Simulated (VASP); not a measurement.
Calculation: revTPSS meta-GGA, VASP's PBE PAW potentials (set 64) (plane waves; VASP).

VASP input:

**INCAR**
```
# general
SYSTEM   =  As atom
PREC     =  Normal
ENCUT    =  520   # plane-wave cut-off (eV)
LREAL    =  .FALSE.
LASPH    =  .TRUE.   # aspherical one-centre terms
ISYM     =  0

# electronic loop
EDIFF    =  1E-6
NELM     =  200   # most electronic steps
ALGO     =  All   # all-band CG
LMAXMIX  =  4   # l cut-off of mixed one-centre charges
LMIXTAU  =  .TRUE.

# smearing
ISMEAR   =  0   # Gaussian
SIGMA    =  0.01

# functional
METAGGA  =  RTPSS

# spin
ISPIN    =  2   # spin-polarised
MAGMOM   =  3
NUPDOWN  =  3

# output
LWAVE    =  .FALSE.
LCHARG   =  .FALSE.
LORBIT   =  10
```

File POSCAR:
```
As atom
1
   12.0000000000     0.0000000000     0.0000000000
    0.0000000000    12.5000000000     0.0000000000
    0.0000000000     0.0000000000    13.0000000000
As
1
Direct
  0.0000000000   0.0000000000   0.0000000000
```

### KPOINTS
```
Automatic mesh
0
Gamma
1 1 1
0 0 0
```

POTCAR, in this order: As (PBE.64 set). Program: vasp_gam. Read from the step before: WAVECAR.

What VASP printed:

OUTCAR:
```
 ion  position               nearest neighbor table
   1  0.000  0.000  0.000-
 Subroutine IBZKPT returns following result:
 Found      1 irreducible k-points:

 Following reciprocal coordinates:
            Coordinates               Weight
  0.000000  0.000000  0.000000      1.000000
   k-points           NKPTS =      1   k-points in BZ     NKDIM =      1   number of bands    NBANDS=      8
   number of dos      NEDOS =    301   number of ions     NIONS =      1
   total plane-waves  NPLWV = 392000
   dimension x,y,z NGX =    70 NGY =   70 NGZ =   80
   dimension x,y,z NGXF=   140 NGYF=  140 NGZF=  160
   ions per type =               1
   PREC   = normal    normal or accurate (medium, high low for compatibility)
   ISTART =      1    job   : 0-new  1-cont  2-samecut
   ICHARG =      0    charge: 1-file 2-atom 10-const
   ISPIN  =      2    spin polarized calculation?
   LNONCOLLINEAR =      F non collinear calculations
   LSORBIT =      F    spin-orbit coupling
   INIWAV =      1    electr: 0-lowe 1-rand  2-diag
   ENCUT  =  520.0 eV  38.22 Ry    6.18 a.u.  22.31 23.24 24.17*2*pi/ulx,y,z
   NELM   =    200;   NELMIN=  2; NELMDL=  0     # of ELM steps
   EDIFF  = 0.1E-05   stopping-criterion for ELM
   LREAL  =      F    real-space projection
   NLSPLINE    = F    spline interpolate recip. space projectors
   LMAXMIX     =    4 max onsite mixed and CHGCAR
   VOSKOWN=      0    Vosko Wilk Nusair interpolation
   EDIFFG = 0.1E-04   stopping-criterion for IOM
   NSW    =      0    number of steps for IOM
   NBLOCK =      1;   KBLOCK =      1    inner block; outer block
   IBRION =     -1    ionic relax: 0-MD 1-quasi-New 2-CG
   NFREE  =      0    steps in history (QN), initial steepest desc. (CG)
   ISIF   =      2    stress and relaxation
   ISYM   =      0    0-nonsym 1-usesym 2-fastsym
   TEIN   =    0.0    initial temperature
   TEBEG  =    0.0;   TEEND  =   0.0 temperature during run
   SMASS  =  -3.00    Nose mass-parameter (am)
   PSTRESS=    0.0 pullay stress
   NELECT =       5.0000    total number of electrons
   EFERMI =   0.00;   METHOD = LEGACY
   ISMEAR =     0;   SIGMA  =   0.01  broadening in eV -4-tet -1-fermi 0-gaus
   IALGO  =     58    algorithm
   LDIAG  =      T    sub-space diagonalisation (order eigenvalues)
   IMIX   =      4    mixing-type and parameters
     AMIX     =   0.40;   BMIX     =  1.00
     AMIX_MAG =   1.60;   BMIX_MAG =  1.00
     AMIN     =   0.10
   METAGGA = RTPSS    functional components
   VOSKOWN =     0    Vosko Wilk Nusair interpolation
   LHFCALC =     F    Hartree Fock is set to
   LHFONE  =     F    Hartree Fock one center treatment
   AEXX    =    0.0000 exact exchange contribution
   IVDW    =     0    specifies the selected vdW correction
   LEPSILON=     F    determine dielectric tensor
   LRPA    =     F    only Hartree local field effects (RPA)
  energy-cutoff  :      520.00
  volume of cell :     1950.00
      direct lattice vectors                 reciprocal lattice vectors
    12.000000000  0.000000000  0.000000000     0.083333333  0.000000000  0.000000000
     0.000000000 12.500000000  0.000000000     0.000000000  0.080000000  0.000000000
     0.000000000  0.000000000 13.000000000     0.000000000  0.000000000  0.076923077
 k-point     1 :   0.0000 0.0000 0.0000  plane waves:   26244
 maximum number of plane-waves:     26244
```

**OSZICAR**
```
       N       E                     dE             d eps       ncg     rms           ort
SDA:   1     0.533472326360E+01    0.53347E+01    0.00000E+00     8   0.457E-01   0.000E+00
CGA:   2     0.532105741781E+01   -0.13666E-01   -0.13685E-01     8   0.780E-02  -0.199E-03
CGA:   3     0.531859038387E+01   -0.24670E-02   -0.24694E-02     8   0.156E-02  -0.131E-04
CGA:   4     0.531805511260E+01   -0.53527E-03   -0.53502E-03     8   0.360E-03   0.154E-05
CGA:   5     0.531792951458E+01   -0.12560E-03   -0.12528E-03     8   0.892E-04   0.240E-05
CGA:   6     0.531789630533E+01   -0.33209E-04   -0.33245E-04     8   0.208E-04  -0.206E-06
CGA:   7     0.531788927123E+01   -0.70341E-05   -0.70379E-05     8   0.341E-05  -0.380E-07
CGA:   8     0.531788813425E+01   -0.11370E-05   -0.11241E-05     8   0.487E-06   0.203E-06
CGA:   9     0.531788794249E+01   -0.19177E-06   -0.18865E-06     8   0.921E-07   0.345E-07
   1 F= 0.53178879E+01 E0= 0.53178879E+01  d E =-.670717E-13  mag=     3.0000
```

OUTCAR:
```
------------------------ aborting loop because EDIFF is reached ----------------------------------------
  FORCE on cell =-STRESS in cart. coord.  units (eV):
  Direction    XX          YY          ZZ          XY          YZ          ZX
  --------------------------------------------------------------------------------------
  Total       -0.0002994      0.0001442     -0.0001116     -0.0000000     -0.0000000      0.0000000
  in kB       -0.0002460      0.0001185     -0.0000917     -0.0000000     -0.0000000      0.0000000
  external PRESSURE =      -0.0000730 kB  Pullay stress =       0.0000000 kB
  volume of cell :     1950.00
      direct lattice vectors                 reciprocal lattice vectors
    12.000000000  0.000000000  0.000000000     0.083333333  0.000000000  0.000000000
     0.000000000 12.500000000  0.000000000     0.000000000  0.080000000  0.000000000
     0.000000000  0.000000000 13.000000000     0.000000000  0.000000000  0.076923077
 POSITION                                       TOTAL-FORCE (eV/Angst)
 -----------------------------------------------------------------------------------
      0.00000      0.00000      0.00000         0.000000     -0.000000     -0.000000
 -----------------------------------------------------------------------------------
    total drift:                                0.000000     -0.000000     -0.000000
  FREE ENERGIE OF THE ION-ELECTRON SYSTEM (eV)
  ---------------------------------------------------
  free  energy   TOTEN  =         5.3178879425 eV

  energy  without entropy=        5.3178879425  energy(sigma->0) =        5.31788794

 total charge

# of ion       s       p       d       tot
------------------------------------------
    1        1.310   1.272   0.000   2.582

 magnetization (x)

# of ion       s       p       d       tot
------------------------------------------
    1        0.015   1.272   0.000   1.288
```
(Selected blocks of OUTCAR.)

The atom may not be in its lowest state.

The cell is a free atom in a box.
